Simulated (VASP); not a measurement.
# CaO: energy against volume

CaO (rock salt, Fm-3m, 13.911 Å³/atom and stress up to 0.18 GPa in the relaxed cell, cube axes along x, y and z) under an equal strain ε along all three axes. r2SCAN in VASP (plane waves, PAW), 600 eV, 12×12×12 Γ-centred mesh, Gaussian smearing 0.05 eV; ions are relaxed, or left where forces stay under 0.02 eV/Å, within the symmetry of each cell.

Here V stands for volume and E for E less E0.

| volume (Å³/atom) | E less E0 (meV/atom) | pressure (GPa) |
|---|---|---|
| 13.0925 | 20.01 | 7.86 |
| 13.2939 | 11.17 | 5.64 |
| 13.4974 | 4.96 | 3.57 |
| 13.7030 | 1.28 | 1.62 |
| 13.9106 | 0.00 | -0.18 |
| 14.1203 | 1.00 | -1.86 |
| 14.3321 | 4.16 | -3.43 |
| 14.5460 | 9.38 | -4.88 |
| 14.7620 | 16.60 | -6.15 |
| 15.2005 | ? | ? |

Question: Using the third-order Birch-Murnaghan form, a cubic in V^(-2/3), estimate the missing E at V = 15.2005 from the other rows, showing the fit.

Answer: With u = V^(-2/3) - 0.173, the rows have u = 0.007019, 0.005196, 0.003401, 0.001632, -0.000110, -0.001826, -0.003517, -0.005182, -0.006823. Least squares gives E = 0.009 + 157.18·u + 381407·u² + 310210·u³. Residuals (row less fit): 0.000, 0.003, -0.007, -0.003, 0.004, 0.008, 0.000, -0.013, 0.006; standard error 0.009 (degrees of freedom: 5). Its minimum lies at u = -0.000206, so V0 = (0.172794)^(-3/2) = 13.92. There d²E/du² = 762400 and d³E/du³ = 1861000, so B0 = (4/9) × 13.92^(-7/3) × 762400 × 0.160218 = 116 GPa (the last factor turns the table's units into GPa), and B0' = 4 + (2/3) × 0.172794 × (1861000)/762400 = 4.3. B0' rests on the cubic coefficient alone and has a standard error of 0.1 from these residuals. At the withheld row, u = -0.010035, so E = 0.009 + 157.18 × (-0.010035) + 381407 × (-0.010035)² + 310210 × (-0.010035)³ = 36.526 meV/atom. The calculation gives 36.44 meV/atom, 0.086 meV/atom below the prediction (0.2 % of the range of E in the table). The row lies outside the fitted rows, so this is an extrapolation. From the scatter of the fitted rows alone, a prediction at this place has a standard error of 0.035 meV/atom, so the miss is 2.5 times that.

Other structures, which can take over under pressure, weren't tried. The same form fitted to the pressure column gives B0' = 4.6; series where the two differ by over 0.4 aren't shown. Rows are the converged runs of the series near zero and its far end, less any whose ions stayed unrelaxed beside relaxed ones; series whose fitted rows scatter by over a few per cent of the range, as at a crossing or softening among them, aren't shown in this form.
